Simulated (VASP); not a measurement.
# BAu (Fm-3m) in VASP: reference runs

Aim: a first look at BAu with PBE, on the cell as given.

Program: VASP 6.6.1. These are calculated values, not measurements. Logs are shortened: lines on timing, memory, paths and dates and some standing lists are left out, and cuts for length are marked.

### Step 1. The structure

The structure is cubic, space group Fm-3m (No. 225). The conventional cell has a = 4.700 Å, b = 4.700 Å, c = 4.700 Å, α = 90.00°, β = 90.00°, γ = 90.00°. B (site symmetry m-3m) has 6 Au at 2.35 Å as nearest neighbours. Au (site symmetry m-3m) is surrounded by 6 B at 2.35 Å.

The cell was built by a generator and needn't be a form met in nature.

### Step 2. Single point, PBE

Contents of INCAR:

```
  PREC = Accurate
  ENCUT = 520
  EDIFF = 1E-7
  ISMEAR = -1
  SIGMA = 0.05
  LREAL = False
  LASPH = True
  NELM = 100
  ALGO = Normal
  ISIF = 2
  LWAVE = False
  LCHARG = True
  GGA = PE
  LELF = True
  LVHAR = True
  NBANDS = 14
```

Contents of KPOINTS:

```
regular mesh
0
Gamma
  10 10 10
```

Contents of POSCAR:

```
BAu
1.0
    0.0000000000      2.3501700000      2.3501700000
    2.3501700000      0.0000000000      2.3501700000
    2.3501700000      2.3501700000      0.0000000000
B Au
1 1
Direct
    0.0000000000      0.0000000000      0.0000000000
    0.5000000000      0.5000000000      0.5000000000
```

Potentials or basis: VASP PAW PBE potentials, release 64 (B, Au).

On the command line:

```
$ cat potpaw_PBE.64/B/POTCAR potpaw_PBE.64/Au/POTCAR > POTCAR
$ mpirun -np 1 vasp_std > vasp.out
```

OUTCAR:

```text
PREC = Accurate
   ENCUT = 520
   EDIFF = 1E-7
   ISMEAR = -1
   LREAL = False
   LASPH = True
   NELM = 100
   ISIF = 2
   GGA = PE

 ion  position               nearest neighbor table
   1  0.000  0.000  0.000-   2 2.35   2 2.35   2 2.35   2 2.35   2 2.35   2 2.35
   2  0.500  0.500  0.500-   1 2.35   1 2.35   1 2.35   1 2.35   1 2.35   1 2.35

  LATTYP: Found a face centered cubic cell.
 ALAT       =     4.7003400000

  Lattice vectors:

 A1 = (   0.0000000000,   2.3501700000,   2.3501700000)
 A2 = (   2.3501700000,   0.0000000000,   2.3501700000)
 A3 = (   2.3501700000,   2.3501700000,   0.0000000000)

Analysis of symmetry for initial positions (statically):
=====================================================================
 Subroutine PRICEL returns:
 Original cell was already a primitive cell.

 Routine SETGRP: Setting up the symmetry group for a
 face centered cubic supercell.

 Subroutine GETGRP returns: Found 48 space group operations
 (whereof 48 operations were pure point group operations)
 out of a pool of 48 trial point group operations.

The static configuration has the point symmetry O_h .

Analysis of symmetry for dynamics (positions and initial velocities):
=====================================================================
 Subroutine PRICEL returns:
 Original cell was already a primitive cell.

 Routine SETGRP: Setting up the symmetry group for a
 face centered cubic supercell.

 Subroutine GETGRP returns: Found 48 space group operations
 (whereof 48 operations were pure point group operations)
 out of a pool of 48 trial point group operations.

The dynamic configuration has the point symmetry O_h .

 Subroutine INISYM returns: Found 48 space group operations
 (whereof 48 operations are pure point group operations),
 and found     1 'primitive' translations

----------------------------------------------------------------------------------------

                                     Primitive cell

  volume of cell :      25.9614

  direct lattice vectors                    reciprocal lattice vectors
     0.000000000  2.350170000  2.350170000    -0.212750567  0.212750567  0.212750567
     2.350170000  0.000000000  2.350170000     0.212750567 -0.212750567  0.212750567
     2.350170000  2.350170000  0.000000000     0.212750567  0.212750567 -0.212750567

  length of vectors
     3.323642288  3.323642288  3.323642288     0.368494791  0.368494791  0.368494791

  position of ions in fractional coordinates (direct lattice)
     0.000000000  0.000000000  0.000000000
     0.500000000  0.500000000  0.500000000

  ion indices of the primitive-cell ions
   primitive index   ion index
                 1           1
                 2           2

----------------------------------------------------------------------------------------

 KPOINTS: regular mesh

Automatic generation of k-mesh.
 Grid dimensions read from file:
 generate k-points for:   10   10   10

 Generating k-lattice:

  Cartesian coordinates                     Fractional coordinates (reciprocal lattice)
    -0.021275057  0.021275057  0.021275057     0.100000000  0.000000000  0.000000000
     0.021275057 -0.021275057  0.021275057     0.000000000  0.100000000  0.000000000
     0.021275057  0.021275057 -0.021275057     0.000000000  0.000000000  0.100000000

  Length of vectors
     0.036849479  0.036849479  0.036849479

  Shift w.r.t. Gamma in fractional coordinates (k-lattice)
     0.000000000  0.000000000  0.000000000

 Subroutine IBZKPT returns following result:
 ===========================================

 Found     47 irreducible k-points:

 Following reciprocal coordinates:
            Coordinates               Weight
  0.000000  0.000000  0.000000      1.000000
  0.100000  0.000000  0.000000      8.000000
  0.200000  0.000000  0.000000      8.000000
  0.300000  0.000000  0.000000      8.000000
  0.400000  0.000000  0.000000      8.000000
  0.500000  0.000000  0.000000      4.000000
[... 16 lines left out ...]
  0.300000  0.300000  0.000000      6.000000
  0.400000  0.300000  0.000000     24.000000
 [... further k-points ...]
   k-points           NKPTS =     47   k-points in BZ     NKDIM =     47   number of bands    NBANDS=     14
   number of dos      NEDOS =    301   number of ions     NIONS =      2
   total plane-waves  NPLWV =  21952
   dimension x,y,z NGX =    28 NGY =   28 NGZ =   28
   dimension x,y,z NGXF=    56 NGYF=   56 NGZF=   56
   ions per type =               1   1
   NGX,Y,Z   is equivalent  to a cutoff of  14.01, 14.01, 14.01 a.u.
   NGXF,Y,Z  is equivalent  to a cutoff of  28.01, 28.01, 28.01 a.u.
 SYSTEM =  unknown system
   PREC   = accura    normal or accurate (medium, high low for compatibility)
   ISTART =      0    job   : 0-new  1-cont  2-samecut
   ICHARG =      2    charge: 1-file 2-atom 10-const
   ISPIN  =      1    spin polarized calculation?
   LNONCOLLINEAR =      F non collinear calculations
   LSORBIT =      F    spin-orbit coupling
   LASPH  =      T    aspherical Exc in radial PAW
   ENCUT  =  520.0 eV  38.22 Ry    6.18 a.u.   6.18  6.18  6.18*2*pi/ulx,y,z
   NELM   =    100;   NELMIN=  2; NELMDL= -5     # of ELM steps
   EDIFF  = 0.1E-06   stopping-criterion for ELM
   LREAL  =      F    real-space projection
   EDIFFG = 0.1E-05   stopping-criterion for IOM
   NSW    =      0    number of steps for IOM
   IBRION =     -1    ionic relax: 0-MD 1-quasi-New 2-CG
   NFREE  =      0    steps in history (QN), initial steepest desc. (CG)
   ISIF   =      2    stress and relaxation
   ISYM   =      2    0-nonsym 1-usesym 2-fastsym
   POTIM  = 0.5000    time-step for ionic-motion
   TEBEG  =    0.0;   TEEND  =   0.0 temperature during run
   PSTRESS=    0.0 pullay stress
   NELECT =      14.0000    total number of electrons
   NUPDOWN=      -1.0000    fix difference up-down
   EMIN   =  10.00;   EMAX   =-10.00  energy-range for DOS
   EFERMI =   0.00;   METHOD = LEGACY
   ISMEAR =    -1;   SIGMA  =   0.05  broadening in eV -4-tet -1-fermi 0-gaus
   EFERMI_NEDOS =   21; number of points for ismear=-14 and -15
   IALGO  =     38    algorithm
   IMIX   =      4    mixing-type and parameters
     AMIX     =   0.40;   BMIX     =  1.00
     AMIX_MAG =   1.60;   BMIX_MAG =  1.00
  volume/ion in A,a.u.               =      12.98        87.60
  Fermi-wavevector in a.u.,A,eV,Ry     =   1.332524  2.518104 24.158764  1.775619
  Thomas-Fermi vector in A             =   2.461452
   LORBIT       =      0    0 simple, 1 ext, 2 COOP (PROOUT), +10 PAW based schemes
   GGA     = PE    functional components
   LHFCALC =     F    Hartree Fock is set to
   AEXX    =    0.0000 exact exchange contribution
   IVDW    =     0    specifies the selected vdW correction
   LEPSILON=     F    determine dielectric tensor
   LRPA    =     F    only Hartree local field effects (RPA)
 non-spin polarized calculation
  energy-cutoff  :      520.00
  volume of cell :       25.96
 maximum number of plane-waves:       725
 NGX is ok and might be reduce to    28
   NGX = 13   NGY = 13   NGZ = 13

 number of electron      13.9999999 magnetization

 Free energy of the ion-electron system (eV)
  ---------------------------------------------------
  ext. energy  EPLUGINS =         0.00000000
  ---------------------------------------------------
  free energy    TOTEN  =        -7.91896307 eV

  energy without entropy =       -7.90914171  energy(sigma->0) =       -7.91405239

 E-fermi :   8.4597     XC(G=0): -12.1784

 val. band max:        8.4305725215   @ k =  -0.3000   0.5000   0.2000
 cond. band min:       8.4957432565   @ k =  -0.3000   0.4000   0.2000
 fundamental gap:      0.0651707350
 Fermi energy:         8.4596529762

 k-point     1 :       0.0000    0.0000    0.0000
  band No.  band energies     occupation
      1      -3.6398      2.00000
      2       2.9776      2.00000
      3       2.9776      2.00000
      4       2.9776      2.00000
      5       3.3273      2.00000
      6       3.3273      2.00000
      7      10.3985      0.00000
      8      10.3985      0.00000
      9      10.3985      0.00000
     10      17.5785      0.00000
     11      20.1198      0.00000
     12      25.1214      0.00000
     13      25.1214      0.00000
     14      25.1214      0.00000

 k-point     2 :       0.1000    0.0000    0.0000
  band No.  band energies     occupation
      1      -3.4234      2.00000
      2       2.8790      2.00000
      3       2.9880      2.00000
      4       2.9880      2.00000
      5       3.2388      2.00000
      6       3.2388      2.00000
      7       9.9640      0.00000
      8      10.7351      0.00000
      9      10.7351      0.00000
     10      17.9368      0.00000
     11      19.9961      0.00000
     12      23.6543      0.00000
     13      24.1752      0.00000
     14      24.1752      0.00000

 k-point     3 :       0.2000    0.0000    0.0000
  band No.  band energies     occupation
      1      -2.7934      2.00000
      2       2.6100      2.00000
      3       2.6631      2.00000
      4       2.6631      2.00000
      5       3.4239      2.00000
      6       3.4239      2.00000
      7       8.8958      0.00033
      8      11.5932      0.00000
      9      11.5932      0.00000
     10      18.2302      0.00000
     11      19.4520      0.00000
     12      22.2192      0.00000
     13      22.2192      0.00000
     14      23.1114      0.00000
[... 324 lines left out ...]
 k-point    23 :       0.3000    0.3000    0.0000
  band No.  band energies     occupation
      1      -1.5824      2.00000
      2       1.8288      2.00000
      3       2.2643      2.00000
      4       3.7096      2.00000
      5       3.7132      2.00000
      6       3.7132      2.00000
      7       9.3703      0.00000
      8       9.3703      0.00000
      9      11.6238      0.00000
     10      14.1311      0.00000
     11      20.0180      0.00000
     12      21.4975      0.00000
     13      22.8385      0.00000
     14      22.8385      0.00000

 k-point    24 :       0.4000    0.3000    0.0000
  band No.  band energies     occupation
      1      -1.1456      2.00000
      2       1.9910      2.00000
      3       2.1801      2.00000
      4       3.3904      2.00000
      5       4.1248      2.00000
      6       4.2047      2.00000
      7       8.2385      1.97627
      8       9.2535      0.00000
      9      11.1461      0.00000
     10      13.6234      0.00000
     11      19.6959      0.00000
     12      21.4371      0.00000
     13      23.0713      0.00000
     14      24.2404      0.00000

 [... further k-points ...]

------------------------ aborting loop because EDIFF is reached ----------------------------------------

  FORCE on cell =-STRESS in cart. coord.  units (eV):
  Direction    XX          YY          ZZ          XY          YZ          ZX
  --------------------------------------------------------------------------------------
  -------------------------------------------------------------------------------------
  Total       -0.0402453     -0.0402453     -0.0402453     -0.0000000      0.0000000      0.0000000
  in kB       -2.4836928     -2.4836928     -2.4836928     -0.0000000      0.0000000      0.0000000
  external PRESSURE =      -2.4836928 kB  Pullay stress =       0.0000000 kB

 VOLUME and BASIS-vectors are now :
 -----------------------------------------------------------------------------
  energy-cutoff  :      520.00
  volume of cell :       25.96
      direct lattice vectors                 reciprocal lattice vectors
     0.000000000  2.350170000  2.350170000    -0.212750567  0.212750567  0.212750567
     2.350170000  0.000000000  2.350170000     0.212750567 -0.212750567  0.212750567
     2.350170000  2.350170000  0.000000000     0.212750567  0.212750567 -0.212750567

 POSITION                                       TOTAL-FORCE (eV/Angst)
 -----------------------------------------------------------------------------------
      0.00000      0.00000      0.00000         0.000000      0.000000     -0.000000
      2.35017      2.35017      2.35017        -0.000000     -0.000000      0.000000
 -----------------------------------------------------------------------------------
    total drift:                                0.000000      0.000000      0.000000

  FREE ENERGIE OF THE ION-ELECTRON SYSTEM (eV)
  ---------------------------------------------------
  free  energy   TOTEN  =        -7.9189630662 eV

  energy  without entropy=       -7.9091417062  energy(sigma->0) =       -7.91405239
```

Wall time 22 s (1 thread of Intel Xeon Platinum 8375C at 2.90GHz (Ice Lake), shared host); peak memory 0.17 GiB.

What came out:

```yaml
Free_energy: -7.9190 eV
Pressure: -0.2 GPa
Band_gap_on_the_k_mesh: none (metal or under the smearing width)
```
